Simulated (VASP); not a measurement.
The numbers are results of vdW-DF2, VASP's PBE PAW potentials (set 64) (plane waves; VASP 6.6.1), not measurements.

The input files of a VASP run:

### POSCAR
```
CdS
1
    2.1726238471    -3.7630946951     0.0000000000
    2.1726238471     3.7630946951     0.0000000000
    0.0000000000     0.0000000000     7.0737021077
Cd S
2 2
Direct
  0.6666670000   0.3333330000   0.5001337075
  0.3333330000   0.6666670000   0.0001337075
  0.6666670000   0.3333330000   0.8768662925
  0.3333330000   0.6666670000   0.3768662925
```

File KPOINTS:
```
Automatic
0
Gamma
6 6 3
0 0 0
```

INCAR:
```
! general
SYSTEM  =CdS
PREC    =Accurate
ENCUT   =520
LREAL   =F
LASPH   =T

! electronic loop
EDIFF   =1E-7
NELM    =100
ALGO    =Normal
LMAXMIX =4

! smearing
ISMEAR  =0
SIGMA   =0.05

! functional
GGA     =ML
LUSE_VDW=T
AGGAC   =0.0
ZAB_VDW =-1.8867

! ions
IBRION  =2
NSW     =30
ISIF    =4
EDIFFG  =-0.01

! output
LWAVE   =F
LCHARG  =F
```

POTCAR, in this order: Cd S (PBE.64 set). Program: vasp_std.

What VASP printed:

**OUTCAR**
```
 ion  position               nearest neighbor table
   1  0.667  0.333  0.500-   4 2.66   4 2.66   4 2.66   3 2.66
   2  0.333  0.667  0.000-   3 2.66   3 2.66   3 2.66   4 2.66
   3  0.667  0.333  0.877-   2 2.66   2 2.66   2 2.66   1 2.66
   4  0.333  0.667  0.377-   1 2.66   1 2.66   1 2.66   2 2.66
  LATTYP: Found a hexagonal cell.
 ALAT       =     4.3452475264
 C/A-ratio  =     1.6279169518
 Subroutine PRICEL returns:
 Original cell was already a primitive cell.
 Subroutine GETGRP returns: Found 12 space group operations
The static configuration has the point symmetry C_3v.
 The point group associated with its full space group is C_6v.
The dynamic configuration has the point symmetry C_3v.
 Subroutine INISYM returns: Found 12 space group operations
 Subroutine IBZKPT returns following result:
 Found     14 irreducible k-points:

 Following reciprocal coordinates:
            Coordinates               Weight
  0.000000  0.000000  0.000000      1.000000
  0.166667  0.000000  0.000000      6.000000
  0.333333  0.000000  0.000000      6.000000
  0.500000 -0.000000  0.000000      3.000000
  0.166667  0.166667  0.000000      6.000000
...
```

**OSZICAR**
```
       N       E                     dE             d eps       ncg     rms          rms(c)
DAV:   1     0.257448151112E+03    0.25745E+03   -0.17521E+04   616   0.147E+03
DAV:   2     0.118975780539E+02   -0.24555E+03   -0.24069E+03   700   0.350E+02
DAV:   3    -0.345076015600E+01   -0.15348E+02   -0.15286E+02   736   0.852E+01
DAV:   4    -0.363357862453E+01   -0.18282E+00   -0.18274E+00   712   0.978E+00
DAV:   5    -0.363704225242E+01   -0.34636E-02   -0.34635E-02   748   0.130E+00    0.819E+00
DAV:   6    -0.211880486606E+01    0.15182E+01   -0.40458E+00   762   0.168E+01    0.687E+00
DAV:   7    -0.211854660700E+01    0.25826E-03   -0.66426E-01   664   0.487E+00    0.411E+00
DAV:   8    -0.211672423901E+01    0.18224E-02   -0.67485E-02   694   0.253E+00    0.339E-01
DAV:   9    -0.211325653240E+01    0.34677E-02   -0.16637E-02   784   0.126E+00    0.114E-01
DAV:  10    -0.211355509218E+01   -0.29856E-03   -0.13667E-03   676   0.270E-01    0.917E-02
DAV:  11    -0.211362089239E+01   -0.65800E-04   -0.11224E-04   712   0.775E-02    0.543E-02
DAV:  12    -0.211362298456E+01   -0.20922E-05   -0.67950E-05   688   0.575E-02    0.532E-03
DAV:  13    -0.211362184843E+01    0.11361E-05   -0.57838E-06   694   0.233E-02    0.299E-03
DAV:  14    -0.211362155734E+01    0.29109E-06   -0.27393E-07   668   0.481E-03    0.154E-03
DAV:  15    -0.211362143589E+01    0.12145E-06   -0.37806E-08   410   0.211E-03    0.275E-04
DAV:  16    -0.211362143589E+01    0.50022E-11   -0.15421E-08   386   0.743E-04
   1 F= -.21136214E+01 E0= -.21136214E+01  d E =-.211362E+01
       N       E                     dE             d eps       ncg     rms          rms(c)
DAV:   1    -0.211374451332E+01   -0.12308E-03   -0.10617E-02   616   0.701E-01    0.452E-02
DAV:   2    -0.211369495768E+01    0.49556E-04   -0.15139E-04   708   0.109E-01    0.254E-02
DAV:   3    -0.211367183246E+01    0.23125E-04   -0.36249E-05   712   0.476E-02    0.806E-03
DAV:   4    -0.211367065907E+01    0.11734E-05   -0.51731E-06   720   0.199E-02    0.582E-03
DAV:   5    -0.211367058196E+01    0.77110E-07   -0.28774E-07   690   0.357E-03
   2 F= -.21136706E+01 E0= -.21136706E+01  d E =-.491461E-04
       N       E                     dE             d eps       ncg     rms          rms(c)
DAV:   1    -0.211442014933E+01   -0.74949E-03   -0.95540E-02   616   0.210E+00    0.135E-01
DAV:   2    -0.211397476327E+01    0.44539E-03   -0.13624E-03   708   0.326E-01    0.763E-02
DAV:   3    -0.211376614013E+01    0.20862E-03   -0.32734E-04   712   0.143E-01    0.242E-02
DAV:   4    -0.211375544455E+01    0.10696E-04   -0.46447E-05   714   0.596E-02    0.175E-02
DAV:   5    -0.211375455210E+01    0.89245E-06   -0.26316E-06   756   0.108E-02    0.642E-03
DAV:   6    -0.211375446726E+01    0.84844E-07   -0.50305E-07   706   0.531E-03
   3 F= -.21137545E+01 E0= -.21137545E+01  d E =-.133031E-03
```

**OUTCAR**
```
------------------------ aborting loop because EDIFF is reached ----------------------------------------
  FORCE on cell =-STRESS in cart. coord.  units (eV):
  Direction    XX          YY          ZZ          XY          YZ          ZX
  --------------------------------------------------------------------------------------
  Total       -0.8870764     -0.8870763     -0.9066885      0.0000000      0.0000000     -0.0000000
  in kB      -12.2875455    -12.2875443    -12.5592081      0.0000000      0.0000000     -0.0000000
  external PRESSURE =     -12.3780993 kB  Pullay stress =       0.0000000 kB
  volume of cell :      115.67
      direct lattice vectors                 reciprocal lattice vectors
     2.170595484 -3.759581485  0.000000000     0.230351534 -0.132993527  0.000000000
     2.170595484  3.759581485  0.000000000     0.230351534  0.132993527  0.000000000
    -0.000000000  0.000000000  7.086928621     0.000000000  0.000000000  0.141104850
  FREE ENERGIE OF THE ION-ELECTRON SYSTEM (eV)
  ---------------------------------------------------
  free  energy   TOTEN  =        -2.1137544673 eV

  energy  without entropy=       -2.1137544672  energy(sigma->0) =       -2.11375447

 reached required accuracy - stopping structural energy minimisation
```
(Selected blocks of OUTCAR.)

CONTCAR:
```
CdS
   1.00000000000000
     2.1705954840913848   -3.7595814845471880    0.0000000000000000
     2.1705954840913848    3.7595814845471880    0.0000000000000000
    -0.0000000000000000    0.0000000000000000    7.0869286207308662
  Cd              S
     2     2
Direct
     0.6666669999999968    0.3333330000000032    0.5004555113673614
     0.3333330000000032    0.6666669999999968    0.0004555113673614
     0.6666669999999968    0.3333330000000032    0.8765444886326339
     0.3333330000000032    0.6666669999999968    0.3765444886326339
```

OUTCAR:
```
 val. band max:        0.0458458628   @ k =   0.0000   0.0000   0.0000

 cond. band min:       0.6578128844   @ k =   0.0000   0.0000   0.0000


 Fermi energy:         0.2529732101

 k-point     1 :       0.0000    0.0000    0.0000
  band No.  band energies     occupation
      1     -11.5611      2.00000
      2     -11.2650      2.00000
      3      -7.3263      2.00000
      4      -7.3208      2.00000
      5      -7.3208      2.00000
      6      -7.2683      2.00000
      7      -7.2683      2.00000
      8      -7.0745      2.00000
      9      -7.0745      2.00000
     10      -7.0191      2.00000
     11      -7.0191      2.00000
     12      -6.7946      2.00000
     13      -3.5109      2.00000
     14      -0.5070      2.00000
     15      -0.5070      2.00000
     16       0.0088      2.00000
     17       0.0458      2.00000
     18       0.0458      2.00000
     19       0.6578      0.00000
     20       2.4694      0.00000
     21       6.4420      0.00000
     22       6.4420      0.00000

 k-point     2 :       0.1667    0.0000    0.0000
  band No.  band energies     occupation
      1     -11.4947      2.00000
      2     -11.2360      2.00000
      3      -7.3054      2.00000
      4      -7.2968      2.00000
      5      -7.2626      2.00000
      6      -7.2368      2.00000
      7      -7.2346      2.00000
      8      -7.0863      2.00000
      9      -7.0731      2.00000
     10      -7.0389      2.00000
     11      -7.0144      2.00000
     12      -6.7534      2.00000
     13      -3.3745      2.00000
     14      -1.3286      2.00000
     15      -1.0961      2.00000
     16      -0.7443      2.00000
     17      -0.1352      2.00000
     18      -0.0932      2.00000
     19       1.8269      0.00000
     20       3.2363      0.00000
     21       5.6842      0.00000
     22       6.6535      0.00000

 k-point     3 :       0.3333    0.0000    0.0000
  band No.  band energies     occupation
      1     -11.3522      2.00000
...
```

The compound is CdS in the wurtzite structure. This cell is one point of a volume scan, at 1.03 of the reference volume. Symmetry was kept, so distortions that lower it aren't found.
